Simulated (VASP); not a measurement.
Input:

```xyz
2
Lattice="3.2457 0.0000 0.0000 -1.6229 2.8109 0.0000 0.0000 0.0000 5.1580" Properties=species:S:1:pos:R:3 pbc="T T T"
Zr     1.6229     0.9370     3.8685
Zr     0.0000     1.8739     1.2895
```

Computed with r2SCAN meta-GGA, VASP's PBE PAW potentials (set 64) (plane waves; VASP). Numerical set-up: 480 eV cut-off, 12×12×7 Γ-centred mesh, first-order Methfessel-Paxton smearing of 0.10 eV, potentials Zr_sv.

**Question.** Estimate the energy per atom (σ→0), band gap (on the k-mesh) with the smallest direct gap where there is one.

**Answer.** 
The band gap (on the k-mesh) is none (metal, semimetal or under 0.01 eV) and the energy per atom (σ→0) is -2195.0 kJ/mol of atoms.

Only differences to runs with the same potentials and settings are physical.

The compound is Zr in the hcp structure. It was relaxed first. The start is the result of an earlier pass.
